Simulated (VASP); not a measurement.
Computed with vdW-DF2, VASP's PBE PAW potentials (set 64) (plane waves; VASP 6.6.1).

The input files of a VASP run:

### POSCAR
```
La2O3
1
    2.0012835485    -3.4663246912     0.0000000000
    2.0012835485     3.4663246912     0.0000000000
    0.0000000000    -0.0000000000     6.3461133508
La O
2 3
Direct
  0.3333330000   0.6666670000   0.2475518746
  0.6666670000   0.3333330000   0.7524481254
  0.0000000000   0.0000000000   0.0000000000
  0.3333330000   0.6666670000   0.6458432896
  0.6666670000   0.3333330000   0.3541567104
```

**INCAR**
```
SYSTEM = La2O3
PREC = Accurate; ENCUT = 520; LREAL = F
LASPH = T; ICHARG = 11
EDIFF = 1E-7; NELM = 100; ALGO = Normal
LMAXMIX = 6
ISMEAR = 0; SIGMA = 0.05
GGA = ML; LUSE_VDW = T; AGGAC = 0.0
ZAB_VDW = -1.8867
LWAVE = F; LCHARG = F; LORBIT = 11
```

KPOINTS:
```
k-points along high-symmetry lines
10
Line-mode
Reciprocal
  0.000000   0.000000   0.000000 ! GAMMA
  0.500000   0.000000   0.000000 ! M

  0.500000   0.000000   0.000000 ! M
  0.333333   0.333333   0.000000 ! K

  0.333333   0.333333   0.000000 ! K
  0.000000   0.000000   0.000000 ! GAMMA

  0.000000   0.000000   0.000000 ! GAMMA
  0.000000   0.000000   0.500000 ! A

  0.000000   0.000000   0.500000 ! A
  0.500000   0.000000   0.500000 ! L

  0.500000   0.000000   0.500000 ! L
  0.333333   0.333333   0.500000 ! H

  0.333333   0.333333   0.500000 ! H
  0.000000   0.000000   0.500000 ! A

  0.500000   0.000000   0.500000 ! L
  0.500000   0.000000   0.000000 ! M

  0.333333   0.333333   0.500000 ! H
  0.333333   0.333333   0.000000 ! K
```

POTCAR, in this order: La O (PBE.64 set). Program: vasp_std. Read from the step before: CHGCAR.

What VASP printed:

File OSZICAR:
```
       N       E                     dE             d eps       ncg     rms          rms(c)
DAV:   1     0.442046640521E+03    0.44205E+03   -0.15906E+04  4320   0.255E+03
DAV:   2     0.726634607663E+02   -0.36938E+03   -0.36411E+03  6440   0.390E+02
DAV:   3    -0.164101306408E+02   -0.89074E+02   -0.88084E+02  8216   0.205E+02
DAV:   4    -0.316421568981E+02   -0.15232E+02   -0.14458E+02  8016   0.748E+01
DAV:   5    -0.325276272119E+02   -0.88547E+00   -0.88519E+00  7656   0.195E+01
DAV:   6    -0.325961302534E+02   -0.68503E-01   -0.68499E-01  7872   0.519E+00
DAV:   7    -0.325998887168E+02   -0.37585E-02   -0.37584E-02  7936   0.138E+00
DAV:   8    -0.326001703093E+02   -0.28159E-03   -0.28159E-03  7784   0.375E-01
DAV:   9    -0.326001927417E+02   -0.22432E-04   -0.22433E-04  7912   0.106E-01
DAV:  10    -0.326001949295E+02   -0.21878E-05   -0.21878E-05  7752   0.299E-02
DAV:  11    -0.326001951105E+02   -0.18100E-06   -0.18098E-06  6168   0.899E-03
DAV:  12    -0.326001951253E+02   -0.14731E-07   -0.14692E-07  4776   0.311E-03
   1 F= -.32600195E+02 E0= -.32600195E+02  d E =-.197076E-17
```

### OUTCAR
```
 val. band max:        5.2376979966   @ k =   0.5000   0.0000   0.5000

 cond. band min:       9.0195827741   @ k =   0.5000   0.0000   0.0000



 k-point     1 :       0.0000    0.0000    0.0000
  band No.  band energies     occupation
      1     -24.8435      2.00000
      2     -24.6901      2.00000
      3     -11.2936      2.00000
      4     -10.1679      2.00000
      5      -9.7765      2.00000
      6      -8.1843      2.00000
      7      -8.1843      2.00000
      8      -8.0249      2.00000
      9      -8.0249      2.00000
     10      -7.9921      2.00000
     11      -7.2248      2.00000
     12       3.2257      2.00000
     13       3.2257      2.00000
     14       3.3242      2.00000
     15       3.3242      2.00000
     16       3.3684      2.00000
     17       3.8040      2.00000
     18       4.9741      2.00000
     19       4.9741      2.00000
     20       5.2226      2.00000
     21       9.2176      0.00000
     22       9.6849      0.00000
     23       9.6850      0.00000
     24      10.0325      0.00000

 k-point     2 :       0.0556    0.0000    0.0000
  band No.  band energies     occupation
      1     -24.8397      2.00000
      2     -24.6884      2.00000
      3     -11.2940      2.00000
      4     -10.2256      2.00000
      5      -9.8206      2.00000
      6      -8.1943      2.00000
      7      -8.1397      2.00000
      8      -8.0282      2.00000
      9      -7.9933      2.00000
     10      -7.9810      2.00000
     11      -7.2296      2.00000
     12       3.2490      2.00000
     13       3.2573      2.00000
     14       3.2578      2.00000
     15       3.3400      2.00000
     16       3.3810      2.00000
     17       3.9055      2.00000
     18       4.9291      2.00000
     19       4.9694      2.00000
     20       5.2083      2.00000
     21       9.2583      0.00000
     22       9.6779      0.00000
     23       9.6957      0.00000
     24      10.0367      0.00000

...
```

The density is held fixed in this step, so its total energy and stress have no physical meaning.

The compound is La2O3 in the a-type structure. It was relaxed first, which changed the volume by +7 %.
